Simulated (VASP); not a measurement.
Given:

```yaml
crystal:
  lattice:
    - [0.00000, 2.54138, 2.54138]
    - [2.54138, 0.00000, 2.54138]
    - [2.54138, 2.54138, 0.00000]
  atoms:
    - { symbol: Al, position: [0.00000, 0.00000, 0.00000] }
    - { symbol: P, position: [0.25000, 0.25000, 0.25000] }
```

Calculation: PBEsol GGA, VASP's PBE PAW potentials (set 64) (plane waves; VASP). Run with 500 eV cut-off, 9×9×9 Γ-centred mesh, Gaussian smearing of 0.050 eV, potentials Al P.

### Question
What does the run give for the energy per atom (σ→0), pressure?

### Answer

| Item | Result |
|---|---|
| energy per atom (σ→0) | -5.182 eV/atom |
| pressure | 29.96 GPa |

Total energies compare only between runs with the same potentials, cut-off and functional.

The structure was generated: AlP was put into the zinc blende type (F-43m), which need not be its known phase. It was relaxed first under an external pressure of 30 GPa.
